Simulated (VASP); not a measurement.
Here is the system:

```
CELL_PARAMETERS angstrom
      3.06048     0.00000     0.00000
      0.00000     3.06048     0.00000
      0.00000     0.00000     3.06048
ATOMIC_POSITIONS crystal
  Zn 0.50000 0.50000 0.50000
  Au 0.00000 0.00000 0.00000
```

These are PBE GGA, VASP's PBE PAW potentials (set 64) (plane waves; VASP) values and carry that method's errors. Numerical set-up: 500 eV cut-off, 12×12×12 Γ-centred mesh, first-order Methfessel-Paxton smearing of 0.10 eV, potentials Zn Au.

Energy and stress use the plane-wave basis of the starting cell.

Task: The ions, cell shape and volume at an external pressure of 30.0 GPa are relaxed. Give the cell that the relaxation ends in.

Result: 
```
CELL_PARAMETERS angstrom
      3.01856     0.00000     0.00000
      0.00000     3.01856     0.00000
      0.00000     0.00000     3.01856
ATOMIC_POSITIONS crystal
  Zn 0.50000 0.50000 0.50000
  Au 0.00000 0.00000 0.00000
```
Space group Pm-3m (221), at a tolerance of 0.03 Å.

Task: How do energy and volume change from the first to the last step?

Result: The energy (σ→0) changes by +89.6 meV/atom and the volume by -4.1 %, in 4 ionic steps.

The compound is AuZn in the CsCl type structure. This run relaxes it under an external pressure of 30 GPa. Symmetry was kept, so distortions that lower it aren't found. The electron count is odd and the run is not spin-polarised, which forces a metal.
